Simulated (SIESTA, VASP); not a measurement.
The input files of a VASP run:

### POSCAR
```
SnO
1
    3.7912600000     0.0000000000     0.0000000000
    0.0000000000     3.7912600000     0.0000000000
    0.0000000000     0.0000000000     4.8288680000
Sn O
2 2
Direct
  0.5000000000   0.0000000000   0.7620000000
  0.0000000000   0.5000000000   0.2380000000
  0.5000000000   0.5000000000   0.0000000000
  0.0000000000   0.0000000000   0.0000000000
```

### KPOINTS
```
Automatic
0
gamma
  7 7 6
```

### INCAR
```
EDIFF = 1E-6   # SCF stop (eV)
LCHARG = .FALSE.
LREAL = .FALSE.   # projection in real space or not
ISIF = 2   # forces and stress, cell fixed
LWAVE = .FALSE.
LASPH = .TRUE.   # aspherical one-centre terms
LNONCOLLINEAR = .TRUE.
ENCUT = 400
MAGMOM = 12*0.0
GGA_COMPAT = .FALSE.
ISMEAR = -1   # Fermi-Dirac
NELM = 100
LMAXMIX = 4
SIGMA = 0.02   # width (eV)
SYSTEM = SnO
PREC = Accurate
GGA = PE   # PBE
LORBIT = 11   # lm-projected
ALGO = Normal   # blocked Davidson
LSORBIT = .TRUE.
```

POTCAR, in this order: Sn_d O (PBE.64 set). Program: vasp_ncl.

**Question.** Write an input for SIESTA that does the same calculation.

**Answer.** One input that does it (GGA PBE with spin-orbit coupling, numerical atomic orbitals DZP, PseudoDojo PBE fully relativistic norm-conserving potentials (rewritten from UPF to PSML)):
```
# files in the folder: Sn.psml O.psml (PseudoDojo PBE fully relativistic)
SystemName  SnO
SystemLabel siesta

NumberOfAtoms                4
NumberOfSpecies              2
%block ChemicalSpeciesLabel
  1 50 Sn
  2 8 O
%endblock ChemicalSpeciesLabel
LatticeConstant              1.0 Ang
%block LatticeVectors
     3.791260000    0.000000000    0.000000000
     0.000000000    3.791260000    0.000000000
     0.000000000    0.000000000    4.828868000
%endblock LatticeVectors
AtomicCoordinatesFormat      ScaledCartesian
%block AtomicCoordinatesAndAtomicSpecies
     1.895630000    0.000000000    3.679597416  1
     0.000000000    1.895630000    1.149270584  1
     1.895630000    1.895630000    0.000000000  2
     0.000000000    0.000000000    0.000000000  2
%endblock AtomicCoordinatesAndAtomicSpecies

XC.functional                GGA
XC.authors                   PBE
PAO.BasisSize                DZP
PAO.EnergyShift              0.01 Ry
MeshCutoff                   300 Ry
%block kgrid.MonkhorstPack
    7   0   0  0.0
    0   7   0  0.0
    0   0   6  0.0
%endblock kgrid.MonkhorstPack
OccupationFunction           FD
ElectronicTemperature        232.09 K
Spin                         spin-orbit
%block DM.InitSpin
  1 0.00 0.00 0.00
  2 0.00 0.00 0.00
  3 0.00 0.00 0.00
  4 0.00 0.00 0.00
%endblock DM.InitSpin

MaxSCFIterations             150
SCF.Mixer.Method             Broyden
SCF.Mixer.Weight             0.1
SCF.Mixer.History            8
SCF.DM.Tolerance             1.0E-04
Diag.ParallelOverK           true
WriteForces                  true
```
Both inputs were run and reached self-consistency, which says nothing on mesh or cut-off. Potentials, basis and cut-offs are each code's own, so they don't translate, and total energies aren't comparable.

The structure is a typed SnO crystal (P4/nmm). The cell was not relaxed at this level, and it may have been scaled.
